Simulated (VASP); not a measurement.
Data:

```yaml
crystal:
  lattice:
    - [2.98691, 0.00000, 0.00000]
    - [0.00000, 2.98691, 0.00000]
    - [0.00000, 0.00000, 2.98691]
  atoms:
    - { symbol: Ti, position: [0.00000, 0.00000, 0.00000] }
    - { symbol: Co, position: [0.50000, 0.50000, 0.50000] }
```

The numbers are results of AM05 GGA, VASP's PBE PAW potentials (set 64) (plane waves; VASP), not measurements. Numerical set-up: 520 eV cut-off, 12×12×12 Γ-centred mesh, first-order Methfessel-Paxton smearing of 0.10 eV, potentials Ti_sv Co.

**Question.** The job: TiCo (CsCl type), 2 atoms, AM05, static run, 520 eV, 12×12×12 Γ-centred mesh. Roughly how much core time does it take on a busy server core?

**Answer.** About 20 core-seconds (one run on a shared machine, a rough figure). It had 84 irreducible k-points, 14 bands, up to 739 plane waves and 16 electronic steps.

The compound is TiCo in the CsCl type structure. This cell is one point of a volume scan, at 1.06 of the reference volume.
